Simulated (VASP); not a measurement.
Level of theory: revPBE GGA, VASP's PBE PAW potentials (set 64) (plane waves; VASP). For the first row: Run with 520 eV cut-off, 8×8×8 Γ-centred mesh, Gaussian smearing of 0.050 eV, potentials Cd S.

```json
[
 {"system": "CdS (zinc blende)", "energy (eV/atom)": "-2.7961"},
 {"system": "Cd atom", "energy (eV/atom)": "-0.0173"},
 {"system": "S atom", "energy (eV/atom)": "-1.1162"}
]
```

Atoms are spin-polarised in a large box without symmetry, with the spin fixed by Hund's rule, and may not be in the lowest state of each functional; no zero-point energy is added.

Question: What is the cohesive energy per atom of CdS?

Answer: The references average (1×(-0.0173) + 1×(-1.1162))/2 = -0.5668 eV, so the cohesive energy is -0.5668 − (-2.7961) = 2.229 eV/atom.
